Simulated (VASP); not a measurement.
Level of theory: optB86b-vdW, VASP's PBE PAW potentials (set 64) (plane waves; VASP).

VASP ran on this input.

INCAR:
```
! general
SYSTEM   = GaN
PREC     = Accurate
ENCUT    = 520   ! plane-wave cut-off (eV)
LREAL    = .FALSE.   ! projection in real space or not
LASPH    = .TRUE.   ! aspherical one-centre terms

! electronic loop
EDIFF    = 1E-7
NELM     = 100
ALGO     = Normal
LMAXMIX  = 4

! smearing
ISMEAR   = 0
SIGMA    = 0.05

! functional
GGA      = MK
LUSE_VDW = .TRUE.
AGGAC    = 0.0
PARAM1   = 0.1234
PARAM2   = 1.0

! ions
ISIF     = 2   ! forces and stress, cell fixed

! output
LWAVE    = .FALSE.
LCHARG   = .FALSE.
```

**POSCAR**
```
GaN
1
    0.0000000000     2.2371701563     2.2371701563
    2.2371701563     0.0000000000     2.2371701563
    2.2371701563     2.2371701563     0.0000000000
Ga N
1 1
Direct
  0.0000000000   0.0000000000   0.0000000000
  0.2500000000   0.2500000000   0.2500000000
```

### KPOINTS
```
Regular mesh
0
G
  10 10 10
0 0 0
```

POTCAR, in this order: Ga_d N (PBE.64 set). Program: vasp_std.

**Question.** What will the output report for the number of irreducible k-points (NKPTS), largest plane-wave count, number of space-group operations, FFT grid (NGX, NGY, NGZ)?

**Answer.** 
| Property | Result |
|---|---|
| number of irreducible k-points (NKPTS) | 47 |
| largest plane-wave count | 620 |
| number of space-group operations | 24 |
| FFT grid (NGX, NGY, NGZ) | 24 × 24 × 24 |

The compound is GaN in the zinc blende structure, a metastable form; wurtzite is the usual one. This cell is one point of a volume scan, at 0.97 of the reference volume.
